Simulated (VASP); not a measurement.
```xyz
1
Lattice="-1.5820 1.5820 1.5820 1.5820 -1.5820 1.5820 1.5820 1.5820 -1.5820" Properties=species:S:1:pos:R:3 pbc="T T T"
W      0.0000     0.0000     0.0000
```

All values below come from revPBE GGA, VASP's PBE PAW potentials (set 64) (plane waves; VASP). Settings: 520 eV cut-off, 16×16×16 Γ-centred mesh, first-order Methfessel-Paxton smearing of 0.10 eV, potentials W_sv.

Question: Give the stress tensor in GPa (positive for a compressed cell).

Answer: 
```
8.80  0.00  0.00
0.00  8.80  0.00
0.00  0.00  8.80
```
The pressure is its mean diagonal, 8.80 GPa.

The compound is W in the bcc structure. This cell is one point of a volume scan, at 0.97 of the reference volume.
